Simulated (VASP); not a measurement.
Level of theory: LDA (Ceperley-Alder, Perdew-Zunger), VASP's LDA PAW potentials (set 64) (plane waves; VASP 6.6.1).

Input for VASP

KPOINTS:
```
k-points along high-symmetry lines
12
Line-mode
Reciprocal
  0.000000   0.000000   0.000000 ! GAMMA
 -0.500000  -0.500000  -0.500000 ! T

 -0.500000  -0.500000  -0.500000 ! T
 -0.500000  -0.233270  -0.766730 ! H_2

 -0.233270   0.233270  -0.500000 ! H_0
 -0.000000  -0.000000  -0.500000 ! L

 -0.000000  -0.000000  -0.500000 ! L
  0.000000   0.000000   0.000000 ! GAMMA

  0.000000   0.000000   0.000000 ! GAMMA
 -0.000000   0.366635  -0.366635 ! S_0

 -0.366635  -0.000000  -0.633365 ! S_2
 -0.500000  -0.000000  -0.500000 ! F

 -0.500000  -0.000000  -0.500000 ! F
  0.000000   0.000000   0.000000 ! GAMMA
```

INCAR:
```
ISMEAR  =  0   ! Gaussian
MAGMOM  =  -2.2 -2.2 2.2 2.2 0.0 0.0 0.0 0.0 0.0 0.0
ENCUT  =  520   ! plane-wave cut-off (eV)
LASPH  =  .TRUE.
ICHARG  =  11   ! fixed density
LORBIT  =  11
SYSTEM  =  Cr2O3
NELM  =  100   ! most electronic steps
LWAVE  =  .FALSE.
LMAXMIX  =  4   ! l cut-off of mixed one-centre charges
LREAL  =  .FALSE.
LCHARG  =  .FALSE.
ISPIN  =  2   ! spin-polarised
SIGMA  =  0.05   ! width (eV)
ALGO  =  Normal   ! blocked Davidson
PREC  =  Accurate
EDIFF  =  1E-7
```

### POSCAR
```
Cr2O3
1
    4.8089119737    -2.3539632660     0.0946525919
    4.8089119737     2.3539632660     0.0946525919
    3.5801279740    -0.0000000000     3.9822637255
Cr O
4 6
Direct
  0.8408309631   0.8408309631   0.8408309630
  0.3408309631   0.3408309631   0.3408309630
  0.1591690369   0.1591690369   0.1591690370
  0.6591690369   0.6591690369   0.6591690370
  0.4264567474   0.0735432526   0.7500000000
  0.0735432526   0.7500000000   0.4264567474
  0.5735432526   0.9264567474   0.2500000000
  0.2500000000   0.5735432526   0.9264567474
  0.9264567474   0.2500000000   0.5735432526
  0.7500000000   0.4264567474   0.0735432526
```

POTCAR, in this order: Cr_pv O (LDA.64 set). Program: vasp_std. Read from the step before: CHGCAR.

What VASP printed:

File OSZICAR:
```
       N       E                     dE             d eps       ncg     rms          rms(c)
DAV:   1     0.111710258504E+04    0.11171E+04   -0.47887E+04 17344   0.201E+03
DAV:   2     0.428176239143E+02   -0.10743E+04   -0.10366E+04 17204   0.591E+02
DAV:   3    -0.883140913825E+02   -0.13113E+03   -0.12628E+03 22306   0.190E+02
DAV:   4    -0.958508209056E+02   -0.75367E+01   -0.69177E+01 20032   0.393E+01
DAV:   5    -0.961463639924E+02   -0.29554E+00   -0.29487E+00 23330   0.717E+00
DAV:   6    -0.961550160905E+02   -0.86521E-02   -0.86472E-02 23202   0.108E+00
DAV:   7    -0.961553756749E+02   -0.35958E-03   -0.35953E-03 26256   0.195E-01
DAV:   8    -0.961553917047E+02   -0.16030E-04   -0.16029E-04 22886   0.320E-02
DAV:   9    -0.961553928077E+02   -0.11030E-05   -0.11030E-05 20542   0.679E-03
DAV:  10    -0.961553928560E+02   -0.48236E-07   -0.48207E-07 15198   0.155E-03
   1 F= -.96155393E+02 E0= -.96155393E+02  d E =-.133111E-20  mag=     0.0000
```

### OUTCAR
```



 magnetization (x)

# of ion       s       p       d       tot
------------------------------------------
    1       -0.012  -0.018  -2.186  -2.216
    2       -0.012  -0.018  -2.186  -2.216
    3        0.012   0.018   2.186   2.216
    4        0.012   0.018   2.186   2.216
    5        0.000   0.000   0.000   0.000
    6        0.000   0.000   0.000   0.000
    7        0.000   0.000   0.000   0.000
    8        0.000   0.000   0.000   0.000
    9        0.000   0.000   0.000   0.000
   10        0.000   0.000   0.000   0.000
--------------------------------------------------
tot          0.000   0.000   0.000   0.000
```
(Selected blocks of OUTCAR.)

**OUTCAR**
```
 val. band max:        7.9725738379   @ k =   0.0000   0.0000   0.0000

 cond. band min:       8.7387247389   @ k =  -0.1364  -0.1364  -0.1364



 spin component 1

 k-point     1 :       0.0000    0.0000    0.0000
  band No.  band energies     occupation
      1     -36.1266      1.00000
      2     -36.1266      1.00000
      3     -36.1038      1.00000
      4     -36.1016      1.00000
      5     -36.1016      1.00000
      6     -36.0596      1.00000
      7     -34.0802      1.00000
      8     -34.0516      1.00000
      9     -33.9939      1.00000
     10     -33.9939      1.00000
     11     -33.9690      1.00000
     12     -33.9690      1.00000
     13     -12.7194      1.00000
     14     -10.9765      1.00000
     15     -10.9764      1.00000
     16     -10.8180      1.00000
     17     -10.5540      1.00000
     18     -10.5540      1.00000
     19      -0.3597      1.00000
     20       0.5155      1.00000
     21       0.5155      1.00000
     22       1.0940      1.00000
     23       1.1203      1.00000
     24       1.1203      1.00000
     25       1.7113      1.00000
     26       1.7113      1.00000
     27       1.9719      1.00000
     28       1.9719      1.00000
     29       2.3886      1.00000
     30       2.5699      1.00000
     31       3.3503      1.00000
     32       4.3530      1.00000
     33       4.3530      1.00000
     34       4.8830      1.00000
     35       5.2423      1.00000
     36       5.2423      1.00000
     37       6.4172      1.00000
     38       6.7748      1.00000
     39       6.7748      1.00000
     40       7.5010      1.00000
     41       7.5010      1.00000
     42       7.9726      1.00000
     43       8.7517      0.00000
     44       8.7517      0.00000
     45       9.6532      0.00000
     46       9.6532      0.00000
     47       9.6922      0.00000
     48       9.7785      0.00000
     49       9.7785      0.00000
     50      10.2971      0.00000
...
```

The density is held fixed in this step, so its total energy and stress have no physical meaning.

The compound is Cr2O3 in the corundum structure. It was relaxed first, which changed the volume by -8 %.
